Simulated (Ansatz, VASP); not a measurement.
# HfN in two plane-wave programs, part 2 of 2

Aim: how closely do two programs agree when they are given the same cell, functional and k mesh? The cell is taken from a series of runs on this material, whose earlier steps may have relaxed, scaled, displaced or heated it; both programs get it as it stands.

VASP 6.6.1 and Ansatz 0.2.0.

So far: The structure; VASP: zone-centre phonons, PBEsol, pair 1; Ansatz: zone-centre phonons, PBEsol, pair 1; Differences.

### 5. Ansatz: zone-centre phonons, PBEsol, pair 2

Level of this step: Ansatz beside VASP: Kohn-Sham DFT, plane waves, PBEsol (Ansatz).

Second derivatives magnify differences that forces hide, and they need a tight electronic threshold. The cell compared in this pair holds 23.26 Å³, against 22.81 Å³ for the pair before.

The cell is taken from a series of runs on this material, whose earlier steps may have relaxed, scaled, displaced or heated it; both programs get it as it stands.

input.yaml

```yaml
crystal:
  lattice:
    - [0.0, 2.2657209841, 2.2657209841]
    - [2.2657209841, 0.0, 2.2657209841]
    - [2.2657209841, 2.2657209841, 0.0]
  atoms:
    - { symbol: "N", position: [0.5, 0.5, 0.5] }
    - { symbol: Hf, position: [0.0, 0.0, 0.0] }
kpoints:
  mp_grid: { grid: [16, 16, 16] }
hamiltonian:
  xc: pbesol
  pseudopotentials: { kind: paw, azcp: { folder: soft_1 }, xc_functional: pbe }
scf:
  occupations: { method: methfessel_paxton, width: 0.2 }
output:
  eigenvalues: true
phonons:
  method: dfpt
```

On the command line:

```
$ ansatz run input.yaml --threads 4 --pin off --max-ram 10240MiB --backend cpu --events-out ev --progress --plain --runs-dir out
```

Numbers of over 12 decimals in the logs are rounded to 6 here.

The program printed:

```text
[...]
Crystal: 2 atoms, lattice volume = 23.262 Å³
Basis set: ecut = 420 eV, 459 PW (Γ), exchange–correlation on 48×48×48 points (8 copies of the dense FFT grid, shifted against one another)
Bands: 20, of which v1, the nominal top of the filled ones, is band 16 counted from 1 (15 counted from 0)
Symmetry: 48 space group operations
k-points: 349 of 4096 (irreducible under 8 space group operations, time reversal used)
[...]
k-point 2: bands = [... 12 lower, 17.5713, 18.1031, 18.1031, 21.7434, 21.9092, 21.9092, 24.5317, 24.8069]
  k-point 348: bands = [... 12 lower, 15.7070, 16.3381, 16.3381, 22.9220, 22.9220, 27.2523, 27.2751, 27.8412]
[...]
ASR residual: 2.982e-5 → 0.000e0 eV/Å²; symmetrization residual: 1.377e-6 eV/Å²
  ASR residual per site (eV/Å²): 7.67e-6 2.98e-5
  Γ frequencies (cm⁻¹): 0.00 0.00 0.00 483.16 483.16 483.16
[...]
[key lines of the parts left out:]
SCF converged after 11 iterations
Free energy (F): -15981.015330 eV
Fermi energy:    21.804314 eV
```

### 6. VASP: zone-centre phonons, PBEsol, pair 2

The same cell, functional, mesh and smearing now go to VASP, with its own data sets.

INCAR

```
SYSTEM = HfN
PREC = Accurate
ENCUT = 600
EDIFF = 1E-08
NELM = 120
ISMEAR = 1
SIGMA = 0.2
LREAL = .FALSE.
ALGO = Normal
GGA = PS
NBANDS = 13
LASPH = .TRUE.
LORBIT = 11
LWAVE = .FALSE.
LCHARG = .FALSE.
ISIF = 2
IBRION = 8
GGA_COMPAT = .FALSE.
KPAR = 2
```

POSCAR

```
HfN
1.0
    0.0000000000      2.2657209841      2.2657209841
    2.2657209841      0.0000000000      2.2657209841
    2.2657209841      2.2657209841      0.0000000000
N Hf
1 1
Direct
    0.5000000000      0.5000000000      0.5000000000
    0.0000000000      0.0000000000      0.0000000000
```

KPOINTS

```
Automatic mesh
0
Gamma
16 16 16
0 0 0
```

The projector-augmented-wave data sets are N and Hf_pv (PBE family, release 64).

On the command line:

```
$ mpirun -np 2 vasp_std
```

The program printed:

```text
[banner, memory and clock lines left out]
running    2 mpi-ranks, on    1 nodes
[...]
[... a notice as in an earlier step ...]

 LDA part: xc-table for (Slater+PW92), standard interpolation
 POSCAR, INCAR and KPOINTS ok, starting setup
[...]
entering main loop
       N       E                     dE             d eps       ncg     rms          rms(c)
DAV:   1     0.433626610237E+02    0.43363E+02   -0.86890E+03  3770   0.122E+03
DAV:   2    -0.233262909580E+02   -0.66689E+02   -0.62145E+02  5002   0.269E+02
DAV:   3    -0.256989237697E+02   -0.23726E+01   -0.23573E+01  4588   0.431E+01
DAV:   4    -0.257107043110E+02   -0.11781E-01   -0.11769E-01  4158   0.339E+00
[...]
DAV:  14    -0.229817782823E+02    0.58151E-07   -0.35105E-08  4652   0.170E-03    0.627E-03
DAV:  15    -0.229817783060E+02   -0.23673E-07   -0.13710E-08  2810   0.116E-03    0.496E-04
DAV:  16    -0.229817783074E+02   -0.14340E-08   -0.19553E-09  1910   0.517E-04
   1 F= -.22981778E+02 E0= -.22981837E+02  d E =0.175561E-03
[...]
RMM:  10    -0.231598125381E+00    0.96782E-07   -0.95239E-09 16772   0.237E-05    0.500E-05
RMM:  11    -0.231598076377E+00    0.49004E-07   -0.59420E-09 16046   0.629E-06    0.110E-05
RMM:  12    -0.231598079545E+00   -0.31681E-08   -0.61372E-09 13386   0.237E-06    0.531E-06
 first order change of Fermi-energy   0.49447E-04
 force on displaced ion       1 direction 1 : -11.209   0.000   0.000
 Linear response progress:
  Degree of freedom:   2/  2
       N       E                     dE             d eps       ncg     rms          rms(c)
RMM:   1    -0.209866317707E+00   -0.20987E+00    0.34601E+00 10517   0.115E+01
RMM:   2    -0.207022119766E+00    0.28442E-02   -0.26984E-02 13885   0.124E+00    0.579E-01
RMM:   3    -0.206444513280E+00    0.57761E-03   -0.68012E-04 16764   0.140E-01    0.312E-01
RMM:   4    -0.205915044548E+00    0.52947E-03   -0.73811E-05 18142   0.597E-02    0.138E-01
[...]
RMM:   9    -0.205630376640E+00    0.46781E-06   -0.80191E-07 20334   0.263E-04    0.167E-04
RMM:  10    -0.205630362721E+00    0.13920E-07   -0.41128E-07 20470   0.946E-05    0.409E-05
RMM:  11    -0.205630357863E+00    0.48574E-08   -0.89307E-08 20485   0.430E-05    0.115E-05
 first order change of Fermi-energy   0.14825E-03
 force on displaced ion       2 direction 1 : -11.203   0.000   0.000
 Linear response finished
```

Parts of OUTCAR (step 6):

```text
  Total       -1.1153712     -1.1153712     -1.1153712     -0.0000000     -0.0000000      0.0000000
  in kB      -76.8211376    -76.8211376    -76.8211376     -0.0000000     -0.0000000      0.0000000
  external PRESSURE =     -76.8211376 kB  Pullay stress =       0.0000000 kB

 POSITION                                       TOTAL-FORCE (eV/Angst)
 -----------------------------------------------------------------------------------
      2.26572      2.26572      2.26572         0.000000     -0.000000     -0.000000
      0.00000      0.00000      0.00000        -0.000000      0.000000      0.000000
 -----------------------------------------------------------------------------------
    total drift:                                0.000000      0.000000      0.000000

[... 1 part as in an earlier step ...]

[... 1 further part left out ...]
```

### 7. Side by side

What differs besides the data sets and the points named for the pairs above, as far as they apply: the data sets hold 31 valence electrons in Ansatz (on its PAW soft_1 files) and 15 in VASP. Total energies have different zeros and are not compared.

The two programs side by side:

```csv
quantity,Ansatz,VASP,difference
optical mode 1 to 3 (cm⁻¹),483.2,484.5,-0.28 %
```

Modes are paired by rising frequency, not by their patterns, so a pair may set unlike modes beside each other; they are those without the splitting of longitudinal modes.

### 8. What came out

```json
{
  "r.m.s. difference of the optical zone-centre modes, each program's sorted by frequency (zone-centre phonons, PBEsol, pair 1)": "1.4 cm⁻¹",
  "r.m.s. difference of the optical zone-centre modes, each program's sorted by frequency (zone-centre phonons, PBEsol, pair 2)": "1.4 cm⁻¹"
}
```

What this shows: The r.m.s. difference of the optical zone-centre modes, each program's sorted by frequency is 1.4 cm⁻¹ (zone-centre phonons, PBEsol, pair 1). The data sets hold unlike numbers of valence electrons (31 in Ansatz and 15 in VASP), so part of the differences comes from the potentials. How closely two codes agree says nothing of how well the functional describes the real material.

[Lines on the potential files, build, host, timing and source positions are cut from VASP's logs without a mark.]

[Logs are printed without paths, hosts, clocks, repeated set-up lines and the standing remarks that a program may print on its own settings, such as how far it seeks lower states.]

[Hosts, paths, dates, database ids (printed as entryN), source tags and the programs' standing remarks are cut or masked in the printed files.]
